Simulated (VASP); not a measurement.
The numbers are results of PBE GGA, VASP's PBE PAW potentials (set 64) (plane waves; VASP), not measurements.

The input files of a VASP run:

### INCAR
```
ALGO = Normal
EDIFF = 1E-6
ENCUT = 345
GGA = PE
ISIF = 2
ISMEAR = 0
LASPH = .True.
LCHARG = .False.
LMAXMIX = 4
LREAL = .False.
LWAVE = .False.
NELM = 100
PREC = Accurate
SIGMA = 0.272
SYSTEM = In
```

### POSCAR
```
In
1
   -1.6199570000     1.6199570000     2.4779430000
    1.6199570000    -1.6199570000     2.4779430000
    1.6199570000     1.6199570000    -2.4779430000
In
1
Direct
  0.0000000000   0.0000000000   0.0000000000
```

KPOINTS:
```
Automatic mesh
0
Gamma
11 11 11
0 0 0
```

POTCAR, in this order: In_d (PBE.64 set). Program: vasp_std.

The resulting files:

File OSZICAR:
```
       N       E                     dE             d eps       ncg     rms          rms(c)
DAV:   1     0.600138950080E+02    0.60014E+02   -0.52252E+03  2544   0.124E+03
DAV:   2    -0.396961025128E+00   -0.60411E+02   -0.59577E+02  2566   0.249E+02
DAV:   3    -0.253583926078E+01   -0.21389E+01   -0.21328E+01  2932   0.570E+01
DAV:   4    -0.258074060038E+01   -0.44901E-01   -0.44887E-01  3246   0.788E+00
DAV:   5    -0.258280729342E+01   -0.20667E-02   -0.20666E-02  3068   0.139E+00    0.233E+00
DAV:   6    -0.255997195034E+01    0.22835E-01   -0.42568E-02  2868   0.457E+00    0.116E+00
DAV:   7    -0.255515915650E+01    0.48128E-02   -0.13730E-02  2932   0.241E+00    0.256E-01
DAV:   8    -0.255482336858E+01    0.33579E-03   -0.72067E-04  2910   0.543E-01    0.333E-02
DAV:   9    -0.255482933642E+01   -0.59678E-05   -0.11959E-05  3464   0.450E-02    0.118E-02
DAV:  10    -0.255482977353E+01   -0.43710E-06   -0.86025E-07  1648   0.141E-02
   1 F= -.25548298E+01 E0= -.25458100E+01  d E =-.180395E-01
```

File OUTCAR:
```
------------------------ aborting loop because EDIFF is reached ----------------------------------------
  FORCE on cell =-STRESS in cart. coord.  units (eV):
  Direction    XX          YY          ZZ          XY          YZ          ZX
  --------------------------------------------------------------------------------------
  Total        0.3267829      0.3267829      0.2285822      0.0000000      0.0000000      0.0000000
  in kB       20.1285114     20.1285114     14.0797413      0.0000000      0.0000000      0.0000000
  external PRESSURE =      18.1122547 kB  Pullay stress =       0.0000000 kB
  volume of cell :       26.01
      direct lattice vectors                 reciprocal lattice vectors
    -1.619957000  1.619957000  2.477943000     0.000000000  0.308650168  0.201780267
     1.619957000 -1.619957000  2.477943000     0.308650168  0.000000000  0.201780267
     1.619957000  1.619957000 -2.477943000     0.308650168  0.308650168  0.000000000
 POSITION                                       TOTAL-FORCE (eV/Angst)
 -----------------------------------------------------------------------------------
      0.00000      0.00000      0.00000         0.000000     -0.000000     -0.000000
 -----------------------------------------------------------------------------------
    total drift:                                0.000000     -0.000000      0.000000
  FREE ENERGIE OF THE ION-ELECTRON SYSTEM (eV)
  ---------------------------------------------------
  free  energy   TOTEN  =        -2.5548297735 eV

  energy  without entropy=       -2.5367903070  energy(sigma->0) =       -2.54581004
```
(Selected blocks of OUTCAR.)

At this cut-off the stress carries a Pulay error, which pulls relaxed volumes low.

The structure comes from a computed database's In entry; how it stands against other phases isn't given here. The cell was not relaxed at this level. The run is one of a series of settings (ENCUT = 345 against the base run), some of them coarse on purpose.
